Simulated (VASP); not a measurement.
# C under biaxial strain in the (001) plane, part 2 of 2

How do the elastic response and the band edges of C follow biaxial strain in the (001) plane?

VASP 6.6.1, plane waves and PAW; the level of theory is named at each step.

So far: Starting point; Relax the crystal, LDA; Strain along the normal, LDA; Band edges, TB-mBJ; Band edges, r2SCAN.

## 5. Band edges, r2SCAN (continued)

Level of this step: r2SCAN; plane waves and PAW (C) (VASP).

From OUTCAR (step 5):

```text
  Total        2.4773065      2.4773065      0.6216935      0.0000000     -0.0000000     -0.0000000
  in kB      372.5511101    372.5511101     93.4937149      0.0000000     -0.0000000     -0.0000000
  external PRESSURE =     279.5319784 kB  Pullay stress =       0.0000000 kB

 POSITION                                       TOTAL-FORCE (eV/Angst)
 -----------------------------------------------------------------------------------
      0.00000      0.00000      0.00000         0.000000      0.000000     -0.000000
      0.86577      0.86577      0.88835        -0.000000     -0.000000      0.000000
 -----------------------------------------------------------------------------------
    total drift:                                0.000000      0.000000      0.000000

  FREE ENERGIE OF THE ION-ELECTRON SYSTEM (eV)
  ---------------------------------------------------
  free  energy   TOTEN  =       -37.5576415282 eV

  energy  without entropy=      -37.5576415282  energy(sigma->0) =      -37.55764153

[... 2 parts as in an earlier step ...]

[... 1 further part left out ...]
[key lines of the parts left out:]
E-fermi :  11.1649
```

Numbers from this step:

```
energy(sigma→0) of the program : -37.5576 eV
stress, compression positive   : xx, yy, zz 37.26, 37.26, 9.35 GPa
```

The run ends at a pressure of 27.95 GPa.

## 6. All members

Runs beyond LDA use the data sets made with LDA; this shifts their levels slightly, and their total energies have another zero (at TB-mBJ, which has no energy functional, they mean nothing).

The other members went through these steps as far as the tables show, with the same cutoff and, step by step, the same mesh; 44 runs are not shown. The session took 0.21 core hours (wall time by ranks) on a shared machine.

```tsv
in-plane strain (%)	strain along the normal (%)	in-plane stress, tension positive (GPa)	energy above the unstrained row (meV/atom)	gap on the mesh, LDA (eV)
-2.000	0.556	-26.130	18.441	3.910
-1.500	0.416	-19.250	10.460	3.976
-1.000	0.278	-12.611	4.772	4.040
-0.500	0.140	-6.206	1.290	4.104
0	0.004	-0.032	0.000	4.166
0.500	-0.132	5.924	0.755	3.982
1.000	-0.267	11.665	3.556	3.800
1.500	-0.400	17.197	8.328	3.622
2.000	-0.533	22.524	15.029	3.448
```

Slopes at zero strain, from cubics through all rows: strain ratio -0.272, stress over strain 1213 GPa. For a cubic crystal strained in (001) the ratio is −2C₁₂/C₁₁.

Band edges at TB-mBJ, counted from the valence-band top at Γ, with one row partly withheld:

```tsv
in-plane strain (%)	gap (eV)	conduction band at Γ (eV)	Δ or X valley along z (eV)	Δ or X valley along x (eV)	lowest conduction level at L, [111] (eV)	lowest conduction level at L, [-111] (eV)	second valence level below the top (eV)	third valence level below the top (eV)
-2.000	4.699	6.545	5.328	4.697	9.158	9.158	0.000	0.456
-1.500	4.775	6.584	5.243	4.772	9.286	9.286	0.000	0.337
-1.000	4.848	6.623	5.159	4.846	9.409	9.409	0.000	0.222
-0.500	4.920	6.661	?	4.919	9.527	9.527	0.000	0.110
0	4.991	6.698	4.991	4.990	9.623	9.623	0.000	0.001
0.500	4.805	6.552	4.804	4.956	9.413	9.413	0.105	0.105
1.000	4.621	6.408	4.620	4.922	9.158	9.158	0.208	0.208
1.500	4.441	6.268	4.440	4.890	8.907	8.907	0.309	0.309
2.000	4.264	6.131	4.263	4.859	8.660	8.660	0.406	0.406
```

Band edges at r2SCAN, counted from the valence-band top at Γ:

```tsv
in-plane strain (%)	gap (eV)	conduction band at Γ (eV)	Δ or X valley along z (eV)	Δ or X valley along x (eV)	lowest conduction level at L, [111] (eV)	lowest conduction level at L, [-111] (eV)	second valence level below the top (eV)	third valence level below the top (eV)
-2.000	4.101	5.749	4.765	4.102	8.632	8.632	0.000	0.437
-1.500	4.172	5.790	4.668	4.174	8.745	8.745	0.000	0.322
-1.000	4.243	5.830	4.572	4.244	8.848	8.848	0.000	0.212
-0.500	4.312	5.870	4.477	4.314	8.934	8.934	0.000	0.104
0	4.381	5.909	4.383	4.382	8.987	8.987	0.000	0.001
0.500	4.188	5.762	4.190	4.349	8.855	8.855	0.100	0.100
1.000	3.999	5.619	4.000	4.318	8.699	8.699	0.198	0.198
1.500	3.814	5.478	3.815	4.288	8.481	8.481	0.293	0.293
2.000	3.632	5.342	3.633	4.261	8.249	8.249	0.384	0.384
```

## 7. Fit and prediction

The quantity to fit is the splitting of the Δ or X valleys (z less x) at TB-mBJ: 0.632, 0.471, 0.313, 0.001, -0.153, -0.303, -0.450, -0.596 eV in the rows shown.

Fitting a parabola to the 8 known rows (d: strain along the axis less the strain across it, in %) gives E = 0.002385 d² + 0.2413 d − 3.18e-4 in eV; the residuals are 4.2e-4 eV r.m.s.

At d = 0.6398 this predicts 0.1550 eV.

## 8. Prediction against calculation

The calculation gives 0.1546 eV, so the prediction is 0.0004 eV too high.

The splitting is Ξu times d, with d as a fraction, so the linear term gives Ξu = 24.1 eV.

## 9. Summary of results

```
ratio of normal to in-plane strain                   : -0.272
biaxial modulus                                      : 1213 GPa
gap of the unstrained cell, TB-mBJ                   : 4.99 eV
gap of the unstrained cell, r2SCAN                   : 4.38 eV
shear deformation potential Ξu of the Δ or X valleys : 24.1 eV
error of the predicted row                           : 0.4 meV
valence shear potential |b|, TB-mBJ                  : 5.63 eV
```

As a check, the curvature of the energy gives 1212 GPa for the same modulus (energy per volume = M × strain²), 0 % from the slope of the stress. The energy also has a linear term worth 0.76 GPa that the stress column lacks, a mark of the finite basis. At TB-mBJ the lowest conduction valley is Δ or X throughout, and the gap runs between 4.26 and 4.99 eV. At r2SCAN the lowest conduction valley is Δ or X throughout, and the gap runs between 3.63 and 4.38 eV. Without spin-orbit coupling the three valence levels split by 3|b| times the difference of the strains; the rows within 1 % give |b| = 5.63 eV. Hole masses are left out throughout, since the top bands are degenerate or cross in many series; of conduction masses, those of the Γ, L and (for Si and Ge under (001) strain) Δ valleys are kept where they change by under an eighth between rows. A measured gap of unstrained C is 5.5 eV (arxiv:1902.02958, band gap, experimental literature value, temperature not given); the static gaps here belong to the lattice relaxed at LDA. TB-mBJ is a potential fitted for gaps; it has no energy functional, so its total energies and forces mean nothing, and its bands tend to come out too narrow. r2SCAN opens gaps somewhat over GGA but leaves them below measured values as a rule. Spin-orbit coupling is left out at TB-mBJ and r2SCAN, so the valence splittings there lack it. Δ or X levels are the lowest on their line, refined by a parabola unless they lie at X; the gap is read from all points sampled and can differ from the lowest valley by some meV, or by tens of meV where strain moves the valence top off Γ. Temperature, zero-point motion and excitons are left out.

[Lines on the potential files, build, host, timing and source positions are cut from VASP's logs without a mark.]

[Logs are printed without paths, hosts, clocks, repeated set-up lines and the standing remarks that a program may print on its own settings, such as how far it seeks lower states.]

[Hosts, paths, dates, database ids (printed as entryN), source tags and the programs' standing remarks are cut or masked in the printed files.]

[In band tables of VASP the shares of atoms and orbitals are scaled to a sum of 1 inside the atoms' spheres.]
